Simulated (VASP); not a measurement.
Input for VASP

INCAR:
```
SYSTEM = GePt
ISIF = 2   ! forces and stress, cell fixed
NELM = 100
EDIFF = 1E-6   ! SCF stop (eV)
ALGO = Normal
PREC = Accurate
LWAVE = .FALSE.
GGA = PE   ! PBE
LMAXMIX = 6   ! l cut-off of mixed one-centre charges
SIGMA = 0.136   ! width (eV)
LASPH = .TRUE.   ! aspherical one-centre terms
ISMEAR = -1   ! Fermi-Dirac
LREAL = .FALSE.
LCHARG = .FALSE.
ENCUT = 300
```

File POSCAR:
```
GePt
1
    3.0577510000     0.0000000000     0.0000000000
    0.0000000000     3.0577510000     0.0000000000
    0.0000000000     0.0000000000     3.0577510000
Pt Ge
1 1
Direct
 -0.0120650000   0.0002190000   0.0034290000
  0.5120650000   0.4997810000   0.4965710000
```

KPOINTS:
```
Automatic mesh
0
Gamma
6 6 6
0 0 0
```

POTCAR, in this order: Pt Ge_d (PBE.64 set). Program: vasp_std.

**Question.** Write an equivalent input for Quantum ESPRESSO's pw.x.

**Answer.** One equivalent input (not run):
```
&CONTROL
  calculation = 'scf'
  pseudo_dir = './pseudo'
  outdir = './out'
  tprnfor = .true.
  tstress = .true.
/
&SYSTEM
  ibrav = 0
  nat = 2
  ntyp = 2
  ecutwfc = 84
  occupations = 'smearing'
  smearing = 'fermi-dirac'
  degauss = 0.009996
  input_dft = 'pbe'
/
&ELECTRONS
  conv_thr = 7.3e-08
  electron_maxstep = 100
/
ATOMIC_SPECIES
  Pt 195.084 Pt.upf
  Ge 72.630 Ge.upf
CELL_PARAMETERS angstrom
     3.0577510    0.0000000    0.0000000
     0.0000000    3.0577510    0.0000000
     0.0000000    0.0000000    3.0577510
ATOMIC_POSITIONS crystal
  Pt  -0.0120650  0.0002190  0.0034290
  Ge   0.5120650  0.4997810  0.4965710
K_POINTS automatic
  6 6 6 0 0 0
```
What does not carry over: the potentials are each code's own (VASP's PAW set, PseudoDojo norm-conserving files in pw.x), so ENCUT and ecutwfc are chosen apart and not converted; conv_thr bounds pw.x's estimated SCF error, while EDIFF bounds the energy change between steps.

The structure was generated: GePt was put into an ordered model structure, which need not be its known phase. The cell was not relaxed at this level, atoms are displaced from their ideal sites. The k-mesh is coarse (spacing up to 0.34 per Å, 2π included), so the numbers may not be converged in it.
